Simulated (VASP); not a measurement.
```
CELL_PARAMETERS angstrom
      3.09243     0.00000     0.00000
     -1.54621     2.67812     0.00000
      0.00000     0.00000     9.58398
ATOMIC_POSITIONS crystal
  W  0.33333 0.66667 0.04677
  W  0.66667 0.33333 0.54677
  Sb 0.33333 0.66667 0.32823
  Sb 0.66667 0.33333 0.82823
```

All values below come from PBEsol GGA, VASP's PBE PAW potentials (set 64) (plane waves; VASP). Settings: 400 eV cut-off, 10×10×3 Γ-centred mesh, first-order Methfessel-Paxton smearing of 0.10 eV, potentials W_sv Sb.

Unless said otherwise, spin-orbit coupling is left out, though it shifts the bands of the heavy elements here.

Q: Estimate the energy per atom (σ→0), band gap (on the k-mesh) with the smallest direct gap where there is one.

A: 
The band gap (on the k-mesh) comes out as none (metal, semimetal or under 0.01 eV) and the energy per atom (σ→0) is -8.309 eV/atom.

Total energies compare only between runs with the same potentials, cut-off and functional.

The structure was generated: WSb was put into the wurtzite type (P6_3mc), which need not be its known phase. It was relaxed first, which changed the volume by -53 %. The start is the result of an earlier pass.
